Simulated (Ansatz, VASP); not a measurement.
# Tl2S: VASP beside Ansatz

One calculation is typed for both programs; each brings its own data sets. How far apart do they land? The cell is generated by rule, not measured, and may not be a known phase. The two relaxations start from unlike cells of this crystal (the structure described is Ansatz's start), so only their ends are compared.

Program: Ansatz 0.2.0. Level of theory: plane waves, with VASP 6.6.1 beside it; relaxation of cell and atoms at PBEsol. Results are calculated unless marked as measured.

The structure was built from a prototype and need not be the compound's stable phase.

### 1. The structure

The structure is trigonal, space group R3m (No. 160). The conventional cell has a = 9.386 Å, b = 9.386 Å, c = 11.495 Å, α = 90.00°, β = 90.00°, γ = 120.00°. Nearest to S lie 4 Tl at 2.53 to 3.01 Å. Nearest to S lie 4 Tl at 2.78 to 3.22 Å. Tl has 2 S at 2.78 to 3.01 Å nearest. Nearest to Tl lie 2 S at 2.53 to 3.22 Å. Farther neighbours and most contacts between anions are not listed.

Structure file:

```
S Tl
1.0
     6.63683    0.00000    0.00000
     0.00000    6.63683    0.00000
     0.00000    0.00000    6.63683
S Tl
2 4
Direct
  0.97216 0.97216 0.02784
  0.47216 0.47216 0.52784
  0.25218 0.25218 0.24760
  0.75197 0.75197 0.24803
  0.75240 0.25218 0.74782
  0.25218 0.75240 0.74782
```

### 2. VASP: relaxation of cell and atoms, PBEsol

The relaxed volume is the usual yardstick between codes: in a stiff, nearly cubic crystal its relative difference is about their pressure difference at one cell divided by the bulk modulus.

Lines of VASP's logs that name or quote its potential files are left out, and so is its time.

Contents of INCAR:

```
SYSTEM = Tl2S
PREC = Accurate
ENCUT = 500
EDIFF = 1E-07
NELM = 120
ISMEAR = 1
SIGMA = 0.2
LREAL = .FALSE.
ALGO = Normal
GGA = PS
NBANDS = 39
LORBIT = 11
LWAVE = .FALSE.
LCHARG = .FALSE.
ISIF = 3
IBRION = 2
NSW = 80
EDIFFG = -0.005
LASPH = .TRUE.
GGA_COMPAT = .FALSE.
NELMIN = 4
EFERMI = MIDGAP
KPAR = 2
```

Contents of POSCAR:

```
Tl2S
1.0
    5.7505432883      0.5871217479     -0.5871217479
    0.5871217479      5.7505432883     -0.5871217479
   -0.5871217479     -0.5871217479      5.7505432883
S Tl
2 4
Direct
    0.9313618901      0.9313618901      0.0686381099
    0.3657054602      0.3657054602      0.6342943891
    0.2952247239      0.2952247239      0.1487211422
    0.7142630262      0.7142630262      0.2857369738
    0.8512787071      0.2952247239      0.7047752761
    0.2952247239      0.8512787071      0.7047752761
```

Contents of KPOINTS:

```
Automatic mesh
0
Gamma
6 6 6
0 0 0
```

The projector-augmented-wave data sets are S and Tl_d (PBE family, release 64).

The run is started by

```sh
$ mpirun -np 2 vasp_std
```

Numbers of over 12 decimals in the logs are rounded to 6 here.

Log:

```text
[banner, memory and clock lines left out]
running    2 mpi-ranks, on    1 nodes
 distrk:  each k-point on    1 cores,    2 groups
 distr:  one band on    1 cores,    1 groups

 POSCAR found type information on POSCAR S Tl
 POSCAR found :  2 types and       6 ions
|                                                                             |
|               ----> ADVICE to this user running VASP <----                  |
|                                                                             |
|     You enforced a specific xc type in the INCAR file but a different       |
|     [... a line on the potential file left out ...]
|     I HOPE YOU KNOW WHAT YOU ARE DOING!                                     |
|                                                                             |

 LDA part: xc-table for (Slater+PW92), standard interpolation
 POSCAR, INCAR and KPOINTS ok, starting setup
 FFT: planning ... GRIDC
 FFT: planning ... GRID_SOFT
 FFT: planning ... GRID
 WAVECAR not read
 entering main loop
       N       E                     dE             d eps       ncg     rms          rms(c)
DAV:   1     0.347846853530E+03    0.34785E+03   -0.31493E+04  2496   0.144E+03
DAV:   2    -0.320271297621E+01   -0.35105E+03   -0.33858E+03  2751   0.311E+02
DAV:   3    -0.209048794258E+02   -0.17702E+02   -0.17155E+02  3015   0.530E+01
DAV:   4    -0.212171894912E+02   -0.31231E+00   -0.31203E+00  2678   0.699E+00
DAV:   5    -0.212230893735E+02   -0.58999E-02   -0.58993E-02  2957   0.102E+00    0.913E+00
DAV:   6    -0.195620288524E+02    0.16611E+01   -0.34168E+00  3165   0.914E+00    0.644E+00
DAV:   7    -0.195693688621E+02   -0.73400E-02   -0.89036E-01  2755   0.362E+00    0.349E+00
DAV:   8    -0.195480297393E+02    0.21339E-01   -0.99435E-02  2756   0.162E+00    0.719E-01
DAV:   9    -0.195423780737E+02    0.56517E-02   -0.18316E-02  2874   0.750E-01    0.283E-01
DAV:  10    -0.195427551436E+02   -0.37707E-03   -0.56545E-03  2700   0.262E-01    0.177E-01
DAV:  11    -0.195428810562E+02   -0.12591E-03   -0.57433E-04  2847   0.140E-01    0.491E-02
DAV:  12    -0.195428763461E+02    0.47100E-05   -0.11400E-04  2860   0.572E-02    0.178E-02
DAV:  13    -0.195428756322E+02    0.71393E-06   -0.43067E-05  2888   0.378E-02    0.793E-03
DAV:  14    -0.195428760752E+02   -0.44302E-06   -0.41962E-06  2713   0.934E-03    0.465E-03
DAV:  15    -0.195428759718E+02    0.10346E-06   -0.40663E-07  2640   0.321E-03    0.138E-03
DAV:  16    -0.195428758861E+02    0.85694E-07   -0.74686E-08  1542   0.158E-03
   1 F= -.19542876E+02 E0= -.19545100E+02  d E =-.195429E+02
[... from here on, the cycles between the ionic steps are left out ...]
   2 F= -.19542924E+02 E0= -.19545143E+02  d E =-.476870E-04
   3 F= -.19542931E+02 E0= -.19545147E+02  d E =-.553080E-04
   4 F= -.19542932E+02 E0= -.19545149E+02  d E =-.564340E-04
   5 F= -.19542953E+02 E0= -.19545163E+02  d E =-.205143E-04
   6 F= -.19542961E+02 E0= -.19545164E+02  d E =-.285896E-04
   7 F= -.19542972E+02 E0= -.19545174E+02  d E =-.113431E-04
   8 F= -.19542991E+02 E0= -.19545190E+02  d E =-.302303E-04
   9 F= -.19542992E+02 E0= -.19545190E+02  d E =-.312510E-04
 curvature:  -6.47 expect dE=-0.532E-04 dE for cont linesearch -0.554E-07
 trial: gam= 0.79687 g(F)=  0.723E-05 g(S)=  0.100E-05 ort =-0.360E-06 (trialstep = 0.237E+01)
 search vector abs. value=  0.172E-04
 bond charge predicted
       N       E                     dE             d eps       ncg     rms          rms(c)
DAV:   1    -0.195430200063E+02   -0.27869E-04   -0.25385E-02  2496   0.671E-01    0.406E-02
DAV:   2    -0.195430181970E+02    0.18092E-05   -0.33381E-04  2790   0.113E-01    0.189E-02
DAV:   3    -0.195430072918E+02    0.10905E-04   -0.16367E-05  2842   0.240E-02    0.962E-03
DAV:   4    -0.195430044183E+02    0.28734E-05   -0.37042E-06  2832   0.131E-02    0.256E-03
DAV:   5    -0.195430043031E+02    0.11523E-06   -0.40976E-07  2685   0.355E-03    0.135E-03
DAV:   6    -0.195430042820E+02    0.21088E-07   -0.38667E-08  1444   0.888E-04
  10 F= -.19543004E+02 E0= -.19545200E+02  d E =-.121213E-04
 trial-energy change:   -0.000012  1 .order   -0.000012   -0.000019   -0.000006
 step:   3.3672(harm=  3.3672)  dis= 0.00091  next Energy=   -19.543006 (dE=-0.134E-04)
 reached required accuracy - stopping structural energy minimisation
```

From OUTCAR (step 2):

```text
ion  position               nearest neighbor table
   1  0.931  0.931  0.069-   4 2.60   5 3.19   6 3.19   3 3.19
   2  0.366  0.366  0.634-   5 2.72   6 2.72   3 2.72   3 3.22   6 3.22   5 3.22
   3  0.295  0.295  0.149-   2 2.72   1 3.19   2 3.22   6 3.24   5 3.24   4 3.65   4 3.85   4 3.85
                             5 4.06   6 4.06
   4  0.714  0.714  0.286-   1 2.60   3 3.65   5 3.65   6 3.65   6 3.85   5 3.85   5 3.85   6 3.85
                             3 3.85   3 3.85
   5  0.851  0.295  0.705-   2 2.72   1 3.19   2 3.22   3 3.24   6 3.24   4 3.65   4 3.85   4 3.85
                             6 4.06   3 4.06
   6  0.295  0.851  0.705-   2 2.72   1 3.19   2 3.22   3 3.24   5 3.24   4 3.65   4 3.85   4 3.85
                             5 4.06   3 4.06

  LATTYP: Found a trigonal (rhomboedric) cell.
 ALAT       =     5.8101783109
 COS(alpha) =     0.2102379833

 Subroutine GETGRP returns: Found  6 space group operations
 (whereof  6 operations were pure point group operations)

The static configuration has the point symmetry C_3v.

 Found     32 irreducible k-points:

   k-points           NKPTS =     32   k-points in BZ     NKDIM =     32   number of bands    NBANDS=     39

   dimension x,y,z NGX =    42 NGY =   42 NGZ =   42
   dimension x,y,z NGXF=    84 NGYF=   84 NGZF=   84

   ENCUT  =  500.0 eV  36.75 Ry    6.06 a.u.  10.59 10.59 10.59*2*pi/ulx,y,z

   NELECT =      64.0000    total number of electrons

 k-points in reciprocal lattice and weights: Automatic mesh
   0.00000000  0.00000000  0.00000000       0.005
   0.16666667 -0.00000000  0.00000000       0.028
   0.33333333  0.00000000 -0.00000000       0.028
   0.50000000 -0.00000000  0.00000000       0.014
   0.16666667  0.16666667  0.00000000       0.028
   0.33333333  0.16666667  0.00000000       0.056
   0.50000000  0.16666667  0.00000000       0.056
  -0.33333333  0.16666667  0.00000000       0.056
  -0.16666667  0.16666667  0.00000000       0.028
[...]
-0.33333333 -0.33333333  0.33333333       0.009
   0.50000000  0.50000000  0.50000000       0.005

 average (electrostatic) potential at core
       1 -86.7671       2 -86.7325       3 -84.8038       4 -85.3016       5 -84.8038
       6 -84.8038

 E-fermi :   4.3031

 k-point     1 :       0.0000    0.0000    0.0000
  band No.  band energies     occupation
    ...
     28       1.2966      2.00000
     29       1.2966      2.00000
     30       2.6534      2.00000
     31       2.6534      2.00000
     32       3.0454      2.00000
     33       5.1709     -0.00000
     34       5.1709     -0.00000
     35       5.2814     -0.00000
     36       6.8048     -0.00000
     37       6.8048     -0.00000
    ...

 k-point     2 :       0.1667   -0.0000    0.0000
  band No.  band energies     occupation
    ...
     28       1.4100      2.00000
     29       2.0087      2.00000
     30       2.5863      2.00000
     31       2.6209      2.00000
     32       2.8442      2.00000
     33       4.9219     -0.00011
     34       5.2361     -0.00000
     35       5.7939     -0.00000
     36       6.5200     -0.00000
     37       7.2172     -0.00000
    ...

 k-point     3 :       0.3333    0.0000   -0.0000
  band No.  band energies     occupation
    ...
     28       1.6346      2.00000
     29       2.2778      2.00000
     30       2.4816      2.00000
     31       2.7789      2.00000
     32       3.2908      2.00000
     33       4.5674     -0.06840
     34       5.5257     -0.00000
     35       6.0308     -0.00000
     36       6.9943     -0.00000
     37       7.6354     -0.00000
    ...

  Total        0.0000492      0.0000492      0.0000492     -0.0008769      0.0008769      0.0008769
  in kB        0.0004286      0.0004286      0.0004286     -0.0076386      0.0076386      0.0076386
  external PRESSURE =       0.0004286 kB  Pullay stress =       0.0000000 kB

  energy-cutoff  :      500.00
  volume of cell :      183.93
      direct lattice vectors                 reciprocal lattice vectors
     5.744729766  0.593718667 -0.593718667     0.177509440 -0.016627203  0.016627203
     0.593718667  5.744729766 -0.593718667    -0.016627203  0.177509440  0.016627203
    -0.593718667 -0.593718667  5.744729766     0.016627203  0.016627203  0.177509440

 POSITION                                       TOTAL-FORCE (eV/Angst)
 -----------------------------------------------------------------------------------
      5.86111      5.86111     -0.71010        -0.001525     -0.001525      0.001525
      1.93825      1.93825      3.21276         0.001818      0.001818     -0.001818
      1.78532      1.78532      0.50344         0.000842      0.000842      0.001257
      4.35729      4.35729      0.79372        -0.000721     -0.000721      0.000721
      4.64757      1.78532      3.36569        -0.001257      0.000842     -0.000842
      1.78532      4.64757      3.36569         0.000842     -0.001257     -0.000842
 -----------------------------------------------------------------------------------
    total drift:                                0.000388      0.000388      0.000447

  FREE ENERGIE OF THE ION-ELECTRON SYSTEM (eV)
  ---------------------------------------------------
  free  energy   TOTEN  =       -19.5430042820 eV

  energy  without entropy=      -19.5495907734  energy(sigma->0) =      -19.54519978

 reached required accuracy - stopping structural energy minimisation

 total charge
# of ion       s       p       d       tot
------------------------------------------
    1        1.358   2.247   0.000   3.605
    2        1.363   2.292   0.000   3.654
    3        1.234   0.275   9.662  11.171
    4        1.212   0.288   9.658  11.158
    5        1.234   0.275   9.662  11.171
    6        1.234   0.275   9.662  11.171
--------------------------------------------------
tot          7.634   5.651  38.644  51.929

[... 3 further parts left out ...]
```

CONTCAR:

```
Tl2S
   1.00000000000000
     5.7447297657212246    0.5937186672798554   -0.5937186672798554
     0.5937186672798554    5.7447297657212246   -0.5937186672798554
    -0.5937186672798554   -0.5937186672798554    5.7447297657212246
  S               Tl
     2     4
Direct
     0.9311419644938823    0.9311419644938823    0.0688580355061175
     0.3652489561664078    0.3652489561664078    0.6347508931335887
     0.2955977913224643    0.2955977913224643    0.1487352131744227
     0.7142073919691967    0.7142073919691967    0.2857926080308034
     0.8512646361255808    0.2955977913224643    0.7044022086775357
     0.2955977913224643    0.8512646361255808    0.7044022086775357
```

The gap is under twice the smearing width, so the edge states are partly filled and the run can't tell a small gap from a semimetal. Methfessel-Paxton smearing is not meant for a cell with a gap. The run keeps the 6 symmetry operations of its start, so it cannot find a distortion of lower symmetry.

[end of part 1 of 2]

[Lines on the potential files, build, host, timing and source positions are cut from VASP's logs without a mark.]

[Logs are printed without paths, hosts, clocks, repeated set-up lines and the standing remarks that a program may print on its own settings, such as how far it seeks lower states.]

[Hosts, paths, dates, database ids (printed as entryN), source tags and the programs' standing remarks are cut or masked in the printed files.]
